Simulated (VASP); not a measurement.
## Ge: which input changes matter

Aim: change the input of a sound run on Ge piece by piece and see what each change does. All runs use LDA. The start is a computed cell from the Materials Project.

Main program and level: VASP 6.6.1; LDA; plane waves and PAW (Ge_d).

The starting crystal is not the ambient structure of Ge (diamond type); it is a model or a phase of other conditions.

**1. Starting point**

It takes space group I4_1/amd (No. 141, tetragonal). The conventional cell has a = 5.149 Å, b = 5.149 Å, c = 2.795 Å, α = 90.00°, β = 90.00°, γ = 90.00°. Ge has 6 Ge at 2.67 to 2.79 Å nearest.

Structure file:

```cif
data_structure
_symmetry_space_group_name_H-M 'I4_1/amd:1'
_symmetry_Int_Tables_number 141
_cell_length_a 5.1490
_cell_length_b 5.1490
_cell_length_c 2.7948
_cell_angle_alpha 90.000
_cell_angle_beta 90.000
_cell_angle_gamma 90.000
_cell_volume 74.10
loop_
_atom_site_label
_atom_site_type_symbol
_atom_site_symmetry_multiplicity
_atom_site_Wyckoff_symbol
_atom_site_fract_x
_atom_site_fract_y
_atom_site_fract_z
_atom_site_occupancy
Ge1 Ge 4 b 0.00000 0.50000 0.75000 1
```

**2. Reference run**

A single point writes out the density, ELF and the potential. LDA, the lowest rung, knows the local density alone.

INCAR reads:

```
SYSTEM = Ge
PREC = Accurate
ENCUT = 410
EDIFF = 1E-06
NELM = 100
ISMEAR = -1
SIGMA = 0.05
LREAL = .FALSE.
ALGO = Normal
GGA = CA
NBANDS = 20
LORBIT = 11
LWAVE = .FALSE.
LCHARG = .TRUE.
ISIF = 2
LELF = .TRUE.
LVHAR = .TRUE.
```

POSCAR reads:

```
Ge
1.0
   -2.5744897190      2.5744897190      1.3974126432
    2.5744897190     -2.5744897190      1.3974126432
    2.5744897190      2.5744897190     -1.3974126432
Ge
2
Direct
    0.2500000000      0.7500000000      0.5000000000
    0.5000000000      0.5000000000      0.0000000000
```

KPOINTS reads:

```
Automatic mesh
0
Gamma
9 9 9
0 0 0
```

The projector-augmented-wave data sets are Ge_d (LDA family, release 64).

Command:

```
> mpirun -np 2 vasp_std
```

The log of the run:

```text
[banner, memory and clock lines left out]
running    2 mpi-ranks, on    1 nodes
 distrk:  each k-point on    2 cores,    1 groups
 distr:  one band on    1 cores,    2 groups

 POSCAR found type information on POSCAR Ge
 POSCAR found :  1 types and       2 ions
 LDA part: xc-table for (Slater(with rela. corr.)+CA(PZ))
 , standard interpolation
 POSCAR, INCAR and KPOINTS ok, starting setup
 FFT: planning ... GRIDC
 FFT: planning ... GRID_SOFT
 FFT: planning ... GRID
 WAVECAR not read
 entering main loop
       N       E                     dE             d eps       ncg     rms          rms(c)
DAV:   1     0.159360695297E+03    0.15936E+03   -0.12778E+04  3260   0.351E+03
DAV:   2     0.104559566263E+02   -0.14890E+03   -0.14543E+03  3008   0.522E+02
DAV:   3    -0.952607627585E+01   -0.19982E+02   -0.19813E+02  3356   0.126E+02
DAV:   4    -0.100439158896E+02   -0.51784E+00   -0.51712E+00  3352   0.243E+01
DAV:   5    -0.100514417504E+02   -0.75259E-02   -0.75255E-02  3372   0.309E+00    0.219E+00
DAV:   6    -0.100236706761E+02    0.27771E-01   -0.22162E-02  4088   0.248E+00    0.121E+00
DAV:   7    -0.100115238169E+02    0.12147E-01   -0.14236E-02  4112   0.167E+00    0.111E-01
DAV:   8    -0.100111487511E+02    0.37507E-03   -0.19623E-03  3644   0.805E-01    0.417E-02
DAV:   9    -0.100111478406E+02    0.91044E-06   -0.49803E-05  3796   0.923E-02    0.919E-03
DAV:  10    -0.100111478235E+02    0.17129E-07   -0.28885E-06  2828   0.229E-02
   1 F= -.10011148E+02 E0= -.10007786E+02  d E =-.672387E-02
```

It took 33 s on 2 MPI ranks of AMD EPYC 7571, shared host; peak memory 0.2 GiB; 64 s of CPU time.

Lines that name or quote the potential files are left out of all logs, and their timing lines are given in words.

From OUTCAR (step 2):

```text
ion  position               nearest neighbor table
   1  0.250  0.750  0.500-   2 2.67   2 2.67   2 2.67   2 2.67
   2  0.500  0.500  0.000-   1 2.67   1 2.67   1 2.67   1 2.67

  LATTYP: Found a body centered tetragonal cell.
 ALAT       =     5.1489794380
 C/A-ratio  =     0.5427920853

 Subroutine GETGRP returns: Found 16 space group operations
 (whereof  8 operations were pure point group operations)

The static configuration has the point symmetry D_2d.
 The point group associated with its full space group is D_4h.

 Found     75 irreducible k-points:

   k-points           NKPTS =     75   k-points in BZ     NKDIM =     75   number of bands    NBANDS=     20

   dimension x,y,z NGX =    28 NGY =   28 NGZ =   28
   dimension x,y,z NGXF=    56 NGYF=   56 NGZF=   56

   ENCUT  =  410.0 eV  30.13 Ry    5.49 a.u.   6.44  6.44  6.44*2*pi/ulx,y,z

   NELECT =      28.0000    total number of electrons

 k-points in reciprocal lattice and weights: Automatic mesh
   0.00000000  0.00000000  0.00000000       0.001
   0.11111111  0.00000000  0.00000000       0.011
   0.22222222  0.00000000 -0.00000000       0.011
   0.33333333  0.00000000  0.00000000       0.011
   0.44444444  0.00000000 -0.00000000       0.011
   0.11111111  0.11111111  0.00000000       0.011
   0.22222222  0.11111111  0.00000000       0.022
   0.33333333  0.11111111  0.00000000       0.022
   0.44444444  0.11111111  0.00000000       0.022
[...]
-0.44444444  0.44444444  0.44444444       0.005
  -0.44444444 -0.44444444  0.44444444       0.003

 average (electrostatic) potential at core
       1 -73.4961       2 -73.4961

 E-fermi :   6.5314

 k-point     1 :       0.0000    0.0000    0.0000
  band No.  band energies     occupation
    ...
     10     -17.9927      2.00000
     11      -6.7857      2.00000
     12       2.3624      2.00000
     13       4.1934      2.00000
     14       4.1934      2.00000
     15       9.8878      0.00000
     16      14.0344      0.00000
     17      14.0344      0.00000
     18      14.5860      0.00000
     19      14.7705      0.00000
    ...

 k-point     2 :       0.1111    0.0000    0.0000
  band No.  band energies     occupation
    ...
     10     -17.9980      2.00000
     11      -6.4849      2.00000
     12       2.0004      2.00000
     13       4.1950      2.00000
     14       5.1102      2.00000
     15      10.4468      0.00000
     16      12.1677      0.00000
     17      12.6596      0.00000
     18      13.4473      0.00000
     19      13.9389      0.00000
    ...

 k-point     3 :       0.2222    0.0000   -0.0000
  band No.  band energies     occupation
    ...
      9     -18.0697      2.00000
     10     -18.0107      2.00000
     11      -5.5845      2.00000
     12       1.7115      2.00000
     13       4.3067      2.00000
     14       6.9031      0.00118
     15       8.5285      0.00000
     16       9.7122      0.00000
     17      11.7658      0.00000
     18      12.0426      0.00000
    ...

  Total       -0.7435844     -0.7435844     -0.5915194      0.0000000      0.0000000      0.0000000
  in kB      -32.1568757    -32.1568757    -25.5807089      0.0000000      0.0000000      0.0000000
  external PRESSURE =     -29.9648201 kB  Pullay stress =       0.0000000 kB

  energy-cutoff  :      410.00
  volume of cell :       37.05
      direct lattice vectors                 reciprocal lattice vectors
    -2.574489719  2.574489719  1.397412643     0.000000000  0.194213244  0.357804119
     2.574489719 -2.574489719  1.397412643     0.194213244  0.000000000  0.357804119
     2.574489719  2.574489719 -1.397412643     0.194213244  0.194213244  0.000000000

 POSITION                                       TOTAL-FORCE (eV/Angst)
 -----------------------------------------------------------------------------------
      2.57449      0.00000      0.69871         0.000000     -0.000000     -0.000000
      0.00000      0.00000      1.39741        -0.000000      0.000000      0.000000
 -----------------------------------------------------------------------------------
    total drift:                                0.000000     -0.000000      0.000000

  FREE ENERGIE OF THE ION-ELECTRON SYSTEM (eV)
  ---------------------------------------------------
  free  energy   TOTEN  =       -10.0111478235 eV

  energy  without entropy=      -10.0044239498  energy(sigma->0) =      -10.00778589

 total charge
# of ion       s       p       d       tot
------------------------------------------
    1        1.219   1.044  10.026  12.289
    2        1.219   1.044  10.026  12.289
--------------------------------------------------
tot          2.438   2.088  20.052  24.577

[... 3 further parts left out ...]
```

The k-mesh is coarse for a metal. At this level the cell is under a tension of 3.0 GPa, so at these settings it is away from equilibrium.

This step gave:

```yaml
scf_cycles: 10
electrons: 28
bands: 20
irreducible_k_points: 75
symmetry_operations: 16
free_energy_toten: -10.01 eV
energy_at_zero_smearing: -10.01 eV
fermi_energy: 6.531 eV
pressure: -2.996 GPa
metallic_judged_on_the_points_sampled: yes
```

Electrostatic potential energy in the ac plane of the conventional cell at fractional y = 0.000, with atoms of Ge within 0.2 Å of it. With pseudopotentials it is smooth inside the atoms' cores, unlike the true potential.

Ten even steps from '_' (-59 eV) to '@' (2 eV), each cell a mean:
```
@@@@@@@@@@@@%%##%%@@@@@@@@@@
++##@@@@@@@@@@@@@@@@@@@@%%**
..--##@@@@@@@@@@@@@@@@%%++..
__..**@@@@%%**++##@@@@%%--__
__::**@@%%++....--##@@%%--__
--++%%@@%%--____..**@@@@**--
##%%@@@@%%--____::**@@@@@@%%
@@@@@@@@@@**--::++%%@@@@@@@@
```
Columns run along a (5.1 Å; values clipped at the 3rd and 97th percentile), rows up along c (2.8 Å), edges of the conventional cell, whose origin can differ from the input's. Atoms in or near the plane, at fractional coordinates: Ge at (0.50, 0.25), Ge at (0.00, 0.50).

Valence density in the ac plane of the conventional cell at fractional y = 0.000, with atoms of Ge within 0.2 Å of it. It is the smooth field of the valence electrons, not physical close to the nuclei.

Values in e/Å³, 8 rows by 14 columns, each cell a mean:
```
 0  0  0  0  0  0  0  1  0  0  0  0  0  0
 1  1  0  0  0  0  0  0  0  0  0  0  0  1
 8  3  1  0  0  0  0  0  0  0  0  0  2  6
16  7  1  0  0  0  1  1  1  0  0  0  3 13
13  6  1  0  0  2  6  8  3  1  0  0  3 10
 4  2  0  0  1  3 13 16  7  1  0  0  1  3
 1  0  0  0  0  3 10 13  6  1  0  0  0  0
 0  0  0  0  0  1  3  4  2  0  0  0  0  0
```
Columns run along a (5.1 Å), rows up along c (2.8 Å), edges of the conventional cell, whose origin can differ from the input's. Atoms in or near the plane, at fractional coordinates: Ge at (0.50, 0.25), Ge at (0.00, 0.50).

ELF in the ac plane of the conventional cell at fractional y = 0.000, with atoms of Ge within 0.2 Å of it. It is the smooth field of the valence electrons, not physical close to the nuclei.

Values, 8 rows by 14 columns, each cell a mean:
```
0.47 0.42 0.29 0.20 0.28 0.40 0.47 0.48 0.43 0.34 0.21 0.24 0.37 0.46
0.47 0.45 0.38 0.26 0.24 0.36 0.46 0.48 0.41 0.29 0.23 0.33 0.43 0.47
0.28 0.40 0.45 0.40 0.37 0.42 0.46 0.47 0.45 0.39 0.38 0.43 0.44 0.32
0.31 0.30 0.49 0.53 0.52 0.49 0.49 0.48 0.49 0.50 0.53 0.51 0.41 0.24
0.24 0.35 0.52 0.59 0.56 0.49 0.33 0.28 0.42 0.53 0.59 0.55 0.45 0.25
0.39 0.47 0.52 0.57 0.54 0.42 0.25 0.27 0.31 0.51 0.56 0.55 0.50 0.42
0.48 0.47 0.46 0.47 0.48 0.42 0.24 0.24 0.33 0.48 0.48 0.47 0.47 0.48
0.48 0.42 0.32 0.30 0.39 0.45 0.41 0.39 0.45 0.42 0.34 0.29 0.38 0.46
```
Columns run along a (5.1 Å), rows up along c (2.8 Å), edges of the conventional cell, whose origin can differ from the input's. Atoms in or near the plane, at fractional coordinates: Ge at (0.50, 0.25), Ge at (0.00, 0.50).

The pressure is -3.00 GPa and the largest force 0.000 eV/Å, so the cell is not at a minimum at these settings.

**3. A single point (LDA) with a changed input**

A single point gives energy, forces and stress at these settings. Some settings are moved from the usual, to see what they do.

INCAR reads:

```
SYSTEM = Ge
PREC = Accurate
ENCUT = 410
EDIFF = 0.001
NELM = 100
ISMEAR = -1
SIGMA = 0.05
LREAL = .FALSE.
ALGO = Normal
GGA = CA
NBANDS = 20
LORBIT = 11
LWAVE = .FALSE.
LCHARG = .FALSE.
KPAR = 2
ISIF = 2
NELMDL = -12
NELECT = 28.02
```

POSCAR is that of step 2.

KPOINTS is that of step 2.

Command:

```
> mpirun -np 2 vasp_std
```

The log of the run:

```text
[banner, memory and clock lines left out]
running    2 mpi-ranks, on    1 nodes
 distrk:  each k-point on    1 cores,    2 groups
 distr:  one band on    1 cores,    1 groups

 POSCAR found type information on POSCAR Ge
 POSCAR found :  1 types and       2 ions
 LDA part: xc-table for (Slater(with rela. corr.)+CA(PZ))
 , standard interpolation
 POSCAR, INCAR and KPOINTS ok, starting setup
 FFT: planning ... GRIDC
 FFT: planning ... GRID_SOFT
 FFT: planning ... GRID
 WAVECAR not read
 entering main loop
       N       E                     dE             d eps       ncg     rms          rms(c)
DAV:   1     0.159686655076E+03    0.15969E+03   -0.12782E+04  3260   0.351E+03
DAV:   2     0.106052075251E+02   -0.14908E+03   -0.14559E+03  3008   0.522E+02
DAV:   3    -0.939416731048E+01   -0.19999E+02   -0.19828E+02  3356   0.126E+02
DAV:   4    -0.991271813218E+01   -0.51855E+00   -0.51780E+00  3352   0.243E+01
DAV:   5    -0.992025533356E+01   -0.75372E-02   -0.75369E-02  3372   0.310E+00
DAV:   6    -0.992042658056E+01   -0.17125E-03   -0.17124E-03  2880   0.442E-01
DAV:   7    -0.992044261062E+01   -0.16030E-04   -0.16029E-04  2088   0.153E-01
DAV:   8    -0.992044755655E+01   -0.49459E-05   -0.49464E-05  1792   0.881E-02
DAV:   9    -0.992044933346E+01   -0.17769E-05   -0.17760E-05  1668   0.513E-02
DAV:  10    -0.992044999156E+01   -0.65810E-06   -0.65839E-06  1624   0.314E-02
DAV:  11    -0.992045024024E+01   -0.24868E-06   -0.24837E-06  1600   0.188E-02
DAV:  12    -0.992045033482E+01   -0.94584E-07   -0.94993E-07  1588   0.117E-02BRMIX: very serious problems
 the old and the new charge density differ
 old charge density:    28.00000 new   28.02000
BRMIX: very serious problems
 the old and the new charge density differ
 old charge density:    28.00000 new   28.02000
    0.219E+00
DAV:  13    -0.989314998612E+01    0.27300E-01   -0.19177E-02  3940   0.246E+00    0.122E+00
DAV:  14    -0.988069619165E+01    0.12454E-01   -0.14317E-02  4060   0.167E+00    0.106E-01
DAV:  15    -0.988030924823E+01    0.38694E-03   -0.18073E-03  1928   0.833E-01
   1 F= -.98803092E+01 E0= -.98768952E+01  d E =-.682807E-02
```

The job ended after 36 s (2 MPI ranks; peak memory 0.24 GiB; 69 s of CPU time).

Parts of OUTCAR (step 3):

```text
NELECT = 28.02

 ion  position               nearest neighbor table
   1  0.250  0.750  0.500-   2 2.67   2 2.67   2 2.67   2 2.67
   2  0.500  0.500  0.000-   1 2.67   1 2.67   1 2.67   1 2.67

 Found     75 irreducible k-points:

 E-fermi :   6.5509

 k-point     1 :       0.0000    0.0000    0.0000
  band No.  band energies     occupation
    ...
     10     -17.9808      2.00000
     11      -6.7906      2.00000
     12       2.3599      2.00000
     13       4.1888      2.00000
     14       4.1888      2.00000
     15       9.8791      0.00000
     16      14.0311      0.00000
     17      14.0311      0.00000
     18      14.5829      0.00000
     19      14.7670      0.00000
    ...

 k-point     2 :       0.1111    0.0000    0.0000
  band No.  band energies     occupation
    ...
     10     -17.9861      2.00000
     11      -6.4897      2.00000
     12       1.9975      2.00000
     13       4.1903      2.00000
     14       5.1062      2.00000
     15      10.4383      0.00000
     16      12.1640      0.00000
     17      12.6555      0.00000
     18      13.4432      0.00000
     19      13.9355      0.00000
    ...

  Total       -1.0526085     -1.0526085     -0.9481171      0.0000000      0.0000000      0.0000000
  in kB      -45.5208612    -45.5208612    -41.0020486      0.0000000      0.0000000      0.0000000
  external PRESSURE =     -44.0145904 kB  Pullay stress =       0.0000000 kB

  FREE ENERGIE OF THE ION-ELECTRON SYSTEM (eV)
  ---------------------------------------------------
  free  energy   TOTEN  =        -9.8803092482 eV

  energy  without entropy=       -9.8734811806  energy(sigma->0) =       -9.87689521

 total charge
# of ion       s       p       d       tot
------------------------------------------
    1        1.220   1.048  10.026  12.294
    2        1.220   1.048  10.026  12.294
--------------------------------------------------
tot          2.440   2.096  20.053  24.588

[... 9 parts as in an earlier step ...]

[... 5 further parts left out ...]
```

The run converged; its settings lie outside those of the reference runs, so its numbers are set aside.

Settings moved from the usual: EDIFF = 0.001, NELMDL = -12 and NELECT = 28.02.

NELECT differs from the neutral count, so the cell is charged against a uniform background: another system, not a numerical setting. NELMDL acts on the way to self-consistency or on speed; a fully converged result doesn't depend on them, though slow mixing can meet EDIFF with the stress still off.

**4. Total energy, forces and stress (LDA) with a changed input**

This run is made with a changed input; what comes of it follows.

INCAR reads:

```
SYSTEM = Ge
PREC = Accurate
ENCUT = 410
EDIFF = 1E-06
NELM = 92
ISMEAR = -1
SIGMA = 0.05
LREAL = .FALSE.
ALGO = Normal
GGA = ZZ
NBANDS = 20
LORBIT = 11
LWAVE = .FALSE.
LCHARG = .FALSE.
KPAR = 2
ISIF = 2
```

POSCAR is that of step 3.

KPOINTS is that of step 3.

Command:

```
> mpirun -np 2 vasp_std
```

The log of the run:

```text
[banner, memory and clock lines left out]
running    2 mpi-ranks, on    1 nodes
[...]
|                                                                             |
|     EEEEEEE  RRRRRR   RRRRRR   OOOOOOO  RRRRRR      ###     ###     ###     |
|     E        R     R  R     R  O     O  R     R     ###     ###     ###     |
|     E        R     R  R     R  O     O  R     R     ###     ###     ###     |
|     EEEEE    RRRRRR   RRRRRR   O     O  RRRRRR       #       #       #      |
|     E        R   R    R   R    O     O  R   R                               |
|     E        R    R   R    R   O     O  R    R      ###     ###     ###     |
|     EEEEEEE  R     R  R     R  OOOOOOO  R     R     ###     ###     ###     |
|                                                                             |
|     Error: One of the selected functionals does not exist.                  |
|                                                                             |
|       ---->  I REFUSE TO CONTINUE WITH THIS SICK JOB ... BYE!!! <----       |
|                                                                             |

1
1
```

Wall time 2.4 s (2 MPI ranks).

The input was rejected at the start.

VASP's message: “Error: One of the selected functionals does not exist.”. No number of this run is used.

The fault in the input: unknown functional word (GGA = "ZZ"). Use a GGA word that VASP lists.

(Continued in part 2 of 3.)

[Lines on the potential files, build, host, timing and source positions are cut from VASP's logs without a mark.]

[Logs are printed without paths, hosts, clocks, repeated set-up lines and the standing remarks that a program may print on its own settings, such as how far it seeks lower states.]

[Hosts, paths, dates, database ids (printed as entryN), source tags and the programs' standing remarks are cut or masked in the printed files.]

[A measured line is paired with the nearest computed mode of its activity, which favours agreement.]

[In band tables of VASP the shares of atoms and orbitals are scaled to a sum of 1 inside the atoms' spheres.]
